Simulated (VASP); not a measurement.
The input files of a VASP run:

POSCAR:
```
Ba
1
    2.1524063153    -3.7282683087     0.0000000000
    2.1524063153     3.7282683087     0.0000000000
    0.0000000000     0.0000000000     3.8979371120
Ba
1
Direct
  1.0000000000   1.0000000000   0.0000000000
```

**INCAR**
```
! general
SYSTEM =Ba
PREC   =Accurate
ENCUT  =400   ! plane-wave cut-off (eV)
LREAL  =.FALSE.   ! projection in real space or not
LASPH  =.TRUE.   ! aspherical one-centre terms

! electronic loop
EDIFF  =1E-6   ! SCF stop (eV)
NELM   =100   ! most electronic steps
ALGO   =Normal   ! blocked Davidson
LMAXMIX=4   ! l cut-off of mixed one-centre charges
LMIXTAU=.TRUE.

! smearing
ISMEAR =1   ! Methfessel-Paxton
SIGMA  =0.1

! functional
METAGGA=R2SCAN

! ions
IBRION =2   ! conjugate gradients
NSW    =60   ! most ionic steps
ISIF   =3
EDIFFG =-0.01

! output
LWAVE  =.FALSE.
LCHARG =.FALSE.
```

### KPOINTS
```
Automatic mesh
0
Gamma
9 9 9
0 0 0
```

POTCAR, in this order: Ba_sv (PBE.64 set). Program: vasp_std.

**Question.** Translate this r2SCAN calculation to Ansatz.

**Answer.** One equivalent input (not run):
Ansatz 0.2 input:
```yaml
crystal:
  lattice:
    - [2.1524063, -3.7282683, 0.0000000]
    - [2.1524063, 3.7282683, 0.0000000]
    - [0.0000000, 0.0000000, 3.8979371]
  atoms:
    - { symbol: Ba, position: [1.0000000, 1.0000000, 0.0000000] }
kpoints:
  mp_grid: { grid: [9, 9, 9] }
hamiltonian:
  xc: r2scan
  pseudopotentials: { kind: paw }
scf:
  occupations: { method: methfessel_paxton, width: 0.1 }
  max_iter: 100
relax:
  max_steps: 60
  f_tol: 0.01
  cell: {}
output: { forces: true, stress: true, eigenvalues: true }
```
The two are equivalent in intent, not identical: each code has its own PAW files, so the cut-off isn't converted (ENCUT is set for VASP's; basis.ecutwfc is left out, and Ansatz then takes the one that its files recommend); Ansatz stops its SCF on the density residual and VASP on the energy change (EDIFF).

The structure comes from a measured Ba entry (Cmmm) of the Crystallography Open Database, whose conditions weren't checked. This run relaxes it. It ends in space group P6/mmm. Symmetry was kept, so distortions that lower it aren't found. The start is the result of an earlier pass.
